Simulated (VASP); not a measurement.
```
CELL_PARAMETERS angstrom
      1.79980    -3.11734     0.00000
      1.79980     3.11734     0.00000
      0.00000     0.00000     5.05268
ATOMIC_POSITIONS crystal
  Pt 0.00000 0.00000 0.00000
  S  0.33333 0.66667 0.24409
  S  0.66667 0.33333 0.75591
```

These are optB88-vdW, VASP's PBE PAW potentials (set 64) (plane waves; VASP 6.6.1) values and carry that method's errors. Run with 520 eV cut-off, Gaussian smearing of 0.050 eV, potentials Pt S.

Unless said otherwise, spin-orbit coupling is left out, though it shifts the bands of the heavy elements here.

Task: Give the energies of bands 3 to 14 at the high-symmetry points, in eV from the valence-band maximum.

Result: 
```json
[
 {"band": "3", "Γ": "-6.69", "M": "-6.99", "K": "-6.40", "A": "-6.28", "L": "-7.25", "H": "-6.06"},
 {"band": "4", "Γ": "-6.31", "M": "-5.67", "K": "-5.85", "A": "-6.28", "L": "-5.81", "H": "-6.06"},
 {"band": "5", "Γ": "-6.31", "M": "-5.00", "K": "-5.85", "A": "-5.26", "L": "-5.23", "H": "-5.93"},
 {"band": "6", "Γ": "-3.67", "M": "-4.00", "K": "-4.39", "A": "-3.69", "L": "-4.66", "H": "-4.22"},
 {"band": "7", "Γ": "-3.67", "M": "-3.22", "K": "-4.39", "A": "-3.69", "L": "-3.11", "H": "-4.22"},
 {"band": "8", "Γ": "-2.04", "M": "-3.16", "K": "-3.36", "A": "-2.66", "L": "-3.06", "H": "-3.68"},
 {"band": "9", "Γ": "-1.13", "M": "-3.05", "K": "-2.61", "A": "-1.41", "L": "-2.72", "H": "-3.27"},
 {"band": "10", "Γ": "-1.13", "M": "-2.96", "K": "-1.45", "A": "-1.41", "L": "-2.69", "H": "-1.97"},
 {"band": "11", "Γ": "0.00", "M": "-2.48", "K": "-1.45", "A": "-1.22", "L": "-1.38", "H": "-1.97"},
 {"band": "12", "Γ": "1.80", "M": "1.26", "K": "0.60", "A": "2.39", "L": "1.45", "H": "1.95"},
 {"band": "13", "Γ": "1.80", "M": "2.35", "K": "0.60", "A": "2.39", "L": "1.88", "H": "1.95"},
 {"band": "14", "Γ": "4.62", "M": "5.27", "K": "4.94", "A": "5.58", "L": "4.96", "H": "6.69"}
]
```

The gap is indirect, 0.58 eV, from the valence maximum at Γ to the conduction minimum at H-A at 0.56.

The compound is PtS2 in the 1T layered structure. It was relaxed first.
